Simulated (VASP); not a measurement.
These are LDA (Ceperley-Alder, Perdew-Zunger), VASP's LDA PAW potentials (set 64) (plane waves; VASP) values and carry that method's errors.

VASP ran on this input.

INCAR:
```
PREC  =  Normal
ENCUT  =  500   ! plane-wave cut-off (eV)
SYSTEM  =  PbO monolayer
ISIF  =  4   ! ions and shape, fixed volume
NELM  =  100   ! most electronic steps
EDIFF  =  1E-5   ! SCF stop (eV)
ISMEAR  =  0
SIGMA  =  0.05   ! width (eV)
IBRION  =  2   ! conjugate gradients
LMAXMIX  =  4   ! l cut-off of mixed one-centre charges
ALGO  =  Normal
NELMIN  =  4
LREAL  =  .FALSE.   ! projection in real space or not
LCHARG  =  .FALSE.
LASPH  =  .TRUE.   ! aspherical one-centre terms
EDIFFG  =  -0.03
NSW  =  50
LWAVE  =  .TRUE.
```

**KPOINTS**
```
kpoints
0
G
12 12 1
```

POSCAR:
```
PbO monolayer
1.0
  3.9439202280   0.0000000000   0.0000000000
  0.0000000000   3.9439202280   0.0000000000
  0.0000000000   0.0000000000  17.8263284796
Pb O
2 2
Cartesian
  1.9719601140   0.0000000000   7.7677156770
  0.0000000000   1.9719601140  10.0586128026
  1.9719601140   1.9719601140   8.9131642398
  0.0000000000   0.0000000000   8.9131642398
```

POTCAR, in this order: Pb_d O (LDA.64 set). Program: vasp_std.

Output of the run:

OSZICAR:
```
       N       E                     dE             d eps       ncg     rms          rms(c)
DAV:   1     0.438578490052E+03    0.43858E+03   -0.17429E+04  1432   0.136E+03
DAV:   2     0.394063340677E+02   -0.39917E+03   -0.39447E+03  1656   0.387E+02
DAV:   3    -0.270657350557E+02   -0.66472E+02   -0.65910E+02  1904   0.182E+02
DAV:   4    -0.289150828969E+02   -0.18493E+01   -0.18487E+01  1624   0.389E+01
DAV:   5    -0.289631272736E+02   -0.48044E-01   -0.48038E-01  1928   0.575E+00    0.123E+01
DAV:   6    -0.243168227588E+02    0.46463E+01   -0.34516E+01  2088   0.473E+01    0.492E+00
DAV:   7    -0.242153342945E+02    0.10149E+00   -0.29175E+00  1672   0.124E+01    0.282E+00
DAV:   8    -0.241610439390E+02    0.54290E-01   -0.15762E+00  2104   0.104E+01    0.186E+00
DAV:   9    -0.240771061640E+02    0.83938E-01   -0.49537E-01  2152   0.623E+00    0.340E-01
DAV:  10    -0.240841647096E+02   -0.70585E-02   -0.38306E-02  1784   0.130E+00    0.211E-01
DAV:  11    -0.240822500090E+02    0.19147E-02   -0.28170E-02  2272   0.135E+00    0.204E-01
DAV:  12    -0.240822374829E+02    0.12526E-04   -0.35932E-03  1888   0.820E-01    0.938E-02
DAV:  13    -0.240829328699E+02   -0.69539E-03   -0.39350E-03  2104   0.453E-01    0.101E-01
DAV:  14    -0.240830936523E+02   -0.16078E-03   -0.11189E-03  1952   0.339E-01    0.412E-02
DAV:  15    -0.240831904855E+02   -0.96833E-04   -0.11613E-04  1880   0.727E-02    0.153E-02
DAV:  16    -0.240833852778E+02   -0.19479E-03   -0.22446E-04  1560   0.154E-01    0.253E-02
DAV:  17    -0.240834323327E+02   -0.47055E-04   -0.98016E-05  1640   0.107E-01    0.432E-03
DAV:  18    -0.240835525290E+02   -0.12020E-03   -0.22820E-05  1104   0.209E-02    0.370E-03
DAV:  19    -0.240835659893E+02   -0.13460E-04   -0.20282E-06  1184   0.164E-02    0.161E-03
DAV:  20    -0.240835869983E+02   -0.21009E-04   -0.29151E-06  1072   0.709E-03    0.523E-04
DAV:  21    -0.240835890369E+02   -0.20385E-05   -0.27073E-07  1200   0.692E-03
   1 F= -.24083589E+02 E0= -.24083589E+02  d E =-.240836E+02
       N       E                     dE             d eps       ncg     rms          rms(c)
DAV:   1    -0.240669811406E+02    0.16606E-01   -0.18461E+01  1592   0.261E+01    0.856E-01
DAV:   2    -0.241234618830E+02   -0.56481E-01   -0.78865E-01  2136   0.841E+00    0.485E-01
DAV:   3    -0.241178184333E+02    0.56434E-02   -0.14113E-02  1872   0.108E+00    0.230E-01
DAV:   4    -0.241157754153E+02    0.20430E-02   -0.46467E-03  2088   0.614E-01    0.447E-02
DAV:   5    -0.241157992352E+02   -0.23820E-04   -0.50656E-04  1624   0.207E-01    0.238E-02
DAV:   6    -0.241158367066E+02   -0.37471E-04   -0.59141E-05  1512   0.750E-02    0.108E-02
DAV:   7    -0.241158865116E+02   -0.49805E-04   -0.38600E-05  1096   0.415E-02    0.642E-03
DAV:   8    -0.241159755269E+02   -0.89015E-04   -0.50502E-05  1136   0.322E-02    0.482E-03
DAV:   9    -0.241160171105E+02   -0.41584E-04   -0.97128E-06  1112   0.236E-02    0.227E-03
DAV:  10    -0.241160346698E+02   -0.17559E-04   -0.32746E-06  1128   0.103E-02    0.196E-03
DAV:  11    -0.241160497888E+02   -0.15119E-04   -0.32361E-06  1128   0.947E-03    0.137E-03
DAV:  12    -0.241160567564E+02   -0.69676E-05   -0.82265E-07  1168   0.983E-03
   2 F= -.24116057E+02 E0= -.24116057E+02  d E =-.324677E-01
       N       E                     dE             d eps       ncg     rms          rms(c)
DAV:   1    -0.241157507271E+02    0.29906E-03   -0.33545E-01  1576   0.338E+00    0.116E-01
DAV:   2    -0.241166841421E+02   -0.93341E-03   -0.13447E-02  2096   0.122E+00    0.665E-02
DAV:   3    -0.241165795719E+02    0.10457E-03   -0.23727E-04  1928   0.149E-01    0.308E-02
DAV:   4    -0.241165398370E+02    0.39735E-04   -0.78536E-05  1664   0.811E-02    0.571E-03
DAV:   5    -0.241165401908E+02   -0.35371E-06   -0.11963E-05  1152   0.345E-02
   3 F= -.24116540E+02 E0= -.24116540E+02  d E =-.329512E-01
       N       E                     dE             d eps       ncg     rms          rms(c)
DAV:   1    -0.241176190562E+02   -0.10792E-02   -0.59565E-02  1496   0.203E+00    0.152E-01
DAV:   2    -0.241170943290E+02    0.52473E-03   -0.19936E-03  1952   0.559E-01    0.914E-02
DAV:   3    -0.241167857800E+02    0.30855E-03   -0.70292E-04  1976   0.282E-01    0.177E-02
DAV:   4    -0.241167924027E+02   -0.66227E-05   -0.14926E-04  1728   0.117E-01    0.105E-02
DAV:   5    -0.241167883890E+02    0.40137E-05   -0.23911E-05  1184   0.460E-02
   4 F= -.24116788E+02 E0= -.24116788E+02  d E =-.248198E-03
```

### OUTCAR
```
------------------------ aborting loop because EDIFF is reached ----------------------------------------
  FORCE on cell =-STRESS in cart. coord.  units (eV):
  Direction    XX          YY          ZZ          XY          YZ          ZX
  --------------------------------------------------------------------------------------
  Total       -0.2534328     -0.2534328     -0.1033157      0.0000000      0.0000000      0.0000000
  in kB       -1.4643849     -1.4643849     -0.5969785      0.0000000      0.0000000      0.0000000
  external PRESSURE =      -1.1752495 kB  Pullay stress =       0.0000000 kB
  volume of cell :      277.28
      direct lattice vectors                 reciprocal lattice vectors
     3.924943321  0.000000000  0.000000000     0.254780749  0.000000000  0.000000000
     0.000000000  3.924943321  0.000000000     0.000000000  0.254780749  0.000000000
     0.000000000 -0.000000000 17.999124037     0.000000000  0.000000000  0.055558259
 POSITION                                       TOTAL-FORCE (eV/Angst)
 -----------------------------------------------------------------------------------
      1.96247     -0.00000      7.80352        -0.000000     -0.000000      0.016577
      0.00000      1.96247     10.19560        -0.000000      0.000000     -0.016577
      1.96247      1.96247      8.99956         0.000000      0.000000      0.000000
      3.92494     -0.00000      8.99956        -0.000000      0.000000      0.000000
 -----------------------------------------------------------------------------------
    total drift:                                0.000000      0.000000      0.000000
  FREE ENERGIE OF THE ION-ELECTRON SYSTEM (eV)
  ---------------------------------------------------
  free  energy   TOTEN  =       -24.1167883890 eV

  energy  without entropy=      -24.1167883890  energy(sigma->0) =      -24.11678839

 reached required accuracy - stopping structural energy minimisation
```
(Selected blocks of OUTCAR.)

CONTCAR:
```
PbO monolayer
   1.00000000000000
     3.9249433208354532    0.0000000000000000    0.0000000000000000
     0.0000000000000000    3.9249433208354532    0.0000000000000000
     0.0000000000000000   -0.0000000000000000   17.9991240372500947
  Pb              O
     2     2
Direct
     0.5000000000000000    0.0000000000000000    0.4335500779514771
     0.0000000000000000    0.5000000000000000    0.5664499220485228
     0.5000000000000000    0.5000000000000000    0.5000000000000000
     1.0000000000000000    0.0000000000000000    0.5000000000000000
```

The cell is a sheet with vacuum, built from PbO (litharge).
